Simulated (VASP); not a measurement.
Consider the following.

```
CELL_PARAMETERS angstrom
     -1.65000     1.65000     1.65000
      1.65000    -1.65000     1.65000
      1.65000     1.65000    -1.65000
ATOMIC_POSITIONS crystal
  Ta 0.00000 0.00000 0.00000
```

Computed with optB86b-vdW, VASP's PBE PAW potentials (set 64) (plane waves; VASP 6.6.1). Settings: 520 eV cut-off, Gaussian smearing of 0.050 eV, potentials Ta_pv.

Problem. Give the energies of bands 4 to 8 at the high-symmetry points, in eV from the Fermi level.

Solution. 
```tsv
band	Γ	H	N	P
4	-7.89	-3.80	-4.37	-1.21
5	0.72	-3.80	-1.55	-1.21
6	0.72	6.83	1.67	-1.21
7	0.72	6.83	3.88	5.07
8	4.00	6.83	4.90	5.07
```

It has no gap at this level: it comes out as a metal or semimetal.

The compound is Ta in the bcc structure. The cell was not relaxed at this level.
